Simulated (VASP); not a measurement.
Consider the following.

```yaml
crystal:
  lattice:
    - [2.22622, 1.28531, 7.22777]
    - [-2.22622, 1.28531, 7.22777]
    - [0.00000, -2.57061, 7.22777]
  atoms:
    - { symbol: Al, position: [0.00067, 0.00067, 0.00067] }
    - { symbol: In, position: [0.49956, 0.49956, 0.49956] }
    - { symbol: Sb, position: [0.87897, 0.87897, 0.87897] }
    - { symbol: Sb, position: [0.37078, 0.37078, 0.37078] }
```

Method: LDA (Ceperley-Alder, Perdew-Zunger) with spin-orbit coupling, VASP's LDA PAW potentials (set 64) (plane waves; VASP 6.6.1). Settings: 400 eV cut-off, 5×5×5 Γ-centred mesh, Gaussian smearing of 0.050 eV, potentials Al In_d Sb.

### Question
What does the run give for the energy per atom (σ→0), band gap (over mesh and band path) with the smallest direct gap where there is one?

### Answer

```json
{
 "band gap (over mesh and band path)": "0.26 eV",
 "smallest direct gap (over mesh and band path)": "0.26 eV",
 "energy per atom (σ→0)": "-4.391 eV/atom"
}
```

Total energies compare only between runs with the same potentials, cut-off and functional.

The structure comes from a computed database's AlInSb2 entry (R3m); how it stands against other phases isn't given here. It was relaxed first, which changed the volume by -7 %.
